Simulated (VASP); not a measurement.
Output of a VASP run:

File OSZICAR:
```
...
DAV:   1    -0.468986328637E+03   -0.12894E-01   -0.15583E+00   696   0.332E+00    0.329E-01
RMM:   2    -0.468988532685E+03   -0.22040E-02   -0.42040E-02   644   0.511E-01    0.173E-01
RMM:   3    -0.468988288751E+03    0.24393E-03   -0.74279E-03   654   0.199E-01    0.867E-02
RMM:   4    -0.468988284001E+03    0.47499E-05   -0.16810E-03   658   0.866E-02    0.322E-02
RMM:   5    -0.468988310526E+03   -0.26526E-04   -0.31992E-04   693   0.378E-02    0.185E-02
RMM:   6    -0.468988312523E+03   -0.19965E-05   -0.55206E-05   566   0.171E-02
   7 F= -.46898831E+03 E0= -.46898809E+03  d E =-.108200E+00  mag=     1.0000
       N       E                     dE             d eps       ncg     rms          rms(c)
DAV:   1    -0.469003898675E+03   -0.15588E-01   -0.29688E+00   676   0.459E+00    0.502E-01
RMM:   2    -0.469005090045E+03   -0.11914E-02   -0.60453E-02   644   0.613E-01    0.216E-01
RMM:   3    -0.469004386858E+03    0.70319E-03   -0.11872E-02   647   0.246E-01    0.984E-02
RMM:   4    -0.469004453642E+03   -0.66784E-04   -0.25597E-03   659   0.106E-01    0.435E-02
RMM:   5    -0.469004475185E+03   -0.21543E-04   -0.42250E-04   678   0.465E-02    0.213E-02
RMM:   6    -0.469004479165E+03   -0.39804E-05   -0.83738E-05   639   0.208E-02
   8 F= -.46900448E+03 E0= -.46900407E+03  d E =-.161666E-01  mag=     1.0000
       N       E                     dE             d eps       ncg     rms          rms(c)
DAV:   1    -0.469004726263E+03   -0.25108E-03   -0.36575E-02   776   0.509E-01    0.554E-02
RMM:   2    -0.469004737539E+03   -0.11276E-04   -0.71995E-04   644   0.670E-02    0.240E-02
RMM:   3    -0.469004726966E+03    0.10573E-04   -0.13906E-04   645   0.267E-02    0.106E-02
RMM:   4    -0.469004727535E+03   -0.56935E-06   -0.28859E-05   427   0.114E-02
   9 F= -.46900473E+03 E0= -.46900434E+03  d E =-.164150E-01  mag=     1.0000
       N       E                     dE             d eps       ncg     rms          rms(c)
DAV:   1    -0.469007969381E+03   -0.32424E-02   -0.54744E-01   677   0.197E+00    0.213E-01
RMM:   2    -0.469008399404E+03   -0.43002E-03   -0.11854E-02   644   0.271E-01    0.953E-02
RMM:   3    -0.469008290249E+03    0.10915E-03   -0.20660E-03   647   0.105E-01    0.473E-02
RMM:   4    -0.469008291934E+03   -0.16849E-05   -0.51878E-04   657   0.466E-02    0.187E-02
RMM:   5    -0.469008298291E+03   -0.63570E-05   -0.86841E-05   591   0.201E-02
  10 F= -.46900830E+03 E0= -.46900797E+03  d E =-.357076E-02  mag=     1.0000
       N       E                     dE             d eps       ncg     rms          rms(c)
DAV:   1    -0.469008307674E+03   -0.15740E-04   -0.15601E-03   752   0.106E-01    0.117E-02
RMM:   2    -0.469008309274E+03   -0.16004E-05   -0.35422E-05   455   0.150E-02    0.568E-03
RMM:   3    -0.469008308868E+03    0.40622E-06   -0.42942E-06   380   0.510E-03    0.362E-03
RMM:   4    -0.469008308606E+03    0.26244E-06   -0.71682E-07   230   0.209E-03
  11 F= -.46900831E+03 E0= -.46900798E+03  d E =-.358107E-02  mag=     1.0000
       N       E                     dE             d eps       ncg     rms          rms(c)
DAV:   1    -0.469009016926E+03   -0.70806E-03   -0.10588E-01   678   0.870E-01    0.875E-02
RMM:   2    -0.469009074412E+03   -0.57485E-04   -0.20664E-03   644   0.113E-01    0.399E-02
RMM:   3    -0.469009054573E+03    0.19839E-04   -0.40974E-04   653   0.452E-02    0.191E-02
RMM:   4    -0.469009056942E+03   -0.23698E-05   -0.94492E-05   658   0.195E-02
  12 F= -.46900906E+03 E0= -.46900875E+03  d E =-.748337E-03  mag=     1.0000
```

### OUTCAR
```
------------------------ aborting loop because EDIFF is reached ----------------------------------------
  FORCE on cell =-STRESS in cart. coord.  units (eV):
  Direction    XX          YY          ZZ          XY          YZ          ZX
  --------------------------------------------------------------------------------------
  Total       -6.6228372     -6.6332300     -6.5905168     -0.1802099     -0.1829010      0.1584105
  in kB      -15.7939418    -15.8187262    -15.7168652     -0.4297592     -0.4361767      0.3777726
  external PRESSURE =     -15.7765111 kB  Pullay stress =       0.0000000 kB
  volume of cell :      671.84
      direct lattice vectors                 reciprocal lattice vectors
     8.758331436  0.000000000  0.000000000     0.114176999  0.000000000  0.000000000
     0.000000000  8.758331436  0.000000000     0.000000000  0.114176999  0.000000000
     0.000000000  0.000000000  8.758331436     0.000000000  0.000000000  0.114176999
  FREE ENERGIE OF THE ION-ELECTRON SYSTEM (eV)
  ---------------------------------------------------
  free  energy   TOTEN  =      -469.0090569423 eV

  energy  without entropy=     -469.0084407047  energy(sigma->0) =     -469.00874882

 total charge

# of ion       s       p       d       tot
------------------------------------------
    1        0.696   0.943   0.000   1.639
    2        0.698   0.967   0.000   1.665
    3        0.698   0.966   0.000   1.665
    4        0.698   0.966   0.000   1.664
    5        0.698   0.966   0.000   1.665
    6        0.698   0.967   0.000   1.664
    7        0.698   0.967   0.000   1.665
    8        0.698   0.966   0.000   1.664
    9        0.699   0.958   0.000   1.657
   10        0.699   0.958   0.000   1.657
   11        0.698   0.966   0.000   1.664
   12        0.699   0.960   0.000   1.660
   13        0.698   0.967   0.000   1.666
   14        0.696   0.943   0.000   1.639
   15        0.698   0.966   0.000   1.664
   16        0.698   0.966   0.000   1.665
   17        0.699   0.960   0.000   1.659
   18        0.699   0.960   0.000   1.659
   19        0.696   0.943   0.000   1.638
   20        0.699   0.958   0.000   1.657
   21        0.699   0.958   0.000   1.657
   22        0.698   0.967   0.000   1.665
   23        0.699   0.960   0.000   1.660
   24        0.699   0.960   0.000   1.659
   25        0.698   0.966   0.000   1.664
   26        0.698   0.966   0.000   1.664
   27        0.699   0.960   0.000   1.659
   28        0.698   0.967   0.000   1.665
   29        0.699   0.958   0.000   1.657
   30        0.699   0.958   0.000   1.657
   31        0.698   0.967   0.000   1.665
   32        0.830   1.705   0.000   2.535
   33        0.830   1.704   0.000   2.535
   34        0.835   1.688   0.000   2.523
   35        0.831   1.715   0.000   2.546
   36        0.833   1.725   0.000   2.558
   37        0.833   1.725   0.000   2.558
   38        0.831   1.715   0.000   2.546
   39        0.838   1.708   0.000   2.546
   40        0.816   1.633   0.000   2.450
   41        0.838   1.709   0.000   2.547
   42        0.833   1.726   0.000   2.559
   43        0.833   1.726   0.000   2.559
   44        0.835   1.698   0.000   2.534
   45        0.830   1.705   0.000   2.535
   46        0.830   1.705   0.000   2.535
   47        0.833   1.725   0.000   2.558
   48        0.823   1.617   0.000   2.440
...
```
(Selected blocks of OUTCAR.)

**POSCAR**
```
C33Si31
1
    8.7583314355     0.0000000000     0.0000000000
    0.0000000000     8.7583314355    -0.0000000000
   -0.0000000000    -0.0000000000     8.7583314355
Si C
31 33
Direct
  0.5000000000   0.0000000000   0.0000000000
  0.7500000000   0.2500000000   0.0000000000
  0.7500000000   0.0000000000   0.2500000000
  0.0000000000   0.0000000000   0.0000000000
  0.2500000000   0.2500000000   0.0000000000
  0.5000000000   0.5000000000   0.0000000000
  0.7500000000   0.7500000000   0.0000000000
  0.2500000000   0.0000000000   0.2500000000
  0.5023210000   0.2556390000   0.2515680000
  0.7443200000   0.4950950000   0.2507830000
  0.5000000000   0.0000000000   0.5000000000
  0.7451240000   0.2475020000   0.4952490000
  0.7500000000   0.0000000000   0.7500000000
  0.0000000000   0.5000000000   0.0000000000
  0.2500000000   0.7500000000   0.0000000000
  0.0000000000   0.2500000000   0.2500000000
  0.2495340000   0.5005020000   0.2508780000
  0.5017060000   0.7554790000   0.2524830000
  0.0000000000   0.0000000000   0.5000000000
  0.2445250000   0.2455440000   0.4970800000
  0.7537180000   0.7494700000   0.5012080000
  0.2500000000   0.0000000000   0.7500000000
  0.5046120000   0.2502240000   0.7550110000
  0.7477730000   0.4970010000   0.7488680000
  0.0000000000   0.7500000000   0.2500000000
  0.0000000000   0.5000000000   0.5000000000
  0.2467700000   0.7485650000   0.4992440000
  0.0000000000   0.2500000000   0.7500000000
  0.2448210000   0.4976280000   0.7448060000
  0.5043120000   0.7546730000   0.7494530000
  0.0000000000   0.7500000000   0.7500000000
  0.6250000000   0.1250000000   0.1250000000
  0.8750000000   0.3750000000   0.1250000000
  0.8750000000   0.1250000000   0.3750000000
  0.1250000000   0.1250000000   0.1250000000
  0.3750000000   0.3750000000   0.1250000000
  0.6250000000   0.6250000000   0.1250000000
  0.8750000000   0.8750000000   0.1250000000
  0.3750000000   0.1250000000   0.3750000000
  0.6194760000   0.3708670000   0.3766670000
  0.8750000000   0.6250000000   0.3750000000
  0.6250000000   0.1250000000   0.6250000000
  0.8750000000   0.3750000000   0.6250000000
  0.8750000000   0.1250000000   0.8750000000
  0.1250000000   0.6250000000   0.1250000000
  0.3750000000   0.8750000000   0.1250000000
  0.1250000000   0.3750000000   0.3750000000
  0.3696710000   0.6215410000   0.3722810000
  0.6250000000   0.8750000000   0.3750000000
  0.1250000000   0.1250000000   0.6250000000
  0.3790660000   0.3693880000   0.6206950000
  0.4976020000   0.5004570000   0.4955750000
  0.6282760000   0.6215820000   0.6243370000
  0.8750000000   0.8750000000   0.6250000000
  0.3750000000   0.1250000000   0.8750000000
  0.6250000000   0.3750000000   0.8750000000
  0.8750000000   0.6250000000   0.8750000000
  0.1250000000   0.8750000000   0.3750000000
  0.1250000000   0.6250000000   0.6250000000
  0.3750000000   0.8750000000   0.6250000000
  0.1250000000   0.3750000000   0.8750000000
  0.3750000000   0.6250000000   0.8750000000
  0.6250000000   0.8750000000   0.8750000000
  0.1250000000   0.8750000000   0.8750000000
```

### Question
Write an INCAR and KPOINTS that could have produced this output.

### Answer
One answer among several that fit: the input of the run itself, PBE GGA, plane waves, VASP's PBE PAW potentials (set 64).

File KPOINTS:
```
Automatic mesh
0
Gamma
1 1 1
0 0 0
```

**INCAR**
```
SYSTEM = C33Si31
PREC = Normal; ENCUT = 400; LREAL = Auto
LASPH = T; ISYM = 0; NELECT = 257.0
EDIFF = 1E-5; NELM = 100; NELMIN = 4
ALGO = Fast
ISMEAR = 0; SIGMA = 0.05
GGA = PE
ISPIN = 2; MAGMOM = 64*0.0156; NUPDOWN = 1
IBRION = 2; NSW = 60; ISIF = 2
EDIFFG = -0.03
LWAVE = T; LCHARG = F; LORBIT = 10
```

POTCAR, in this order: Si C (PBE.64 set). Program: vasp_gam.

At this cut-off the stress carries a Pulay error, which pulls relaxed volumes low. The cell is charged, with a uniform compensating background. The supercell is sampled at Γ alone, which is coarse: total energies, pressure and levels can be off, energies of defects by several tenths of an eV.

The cell is a supercell with a defect, built from SiC (zinc blende): C_Si, charge -1.
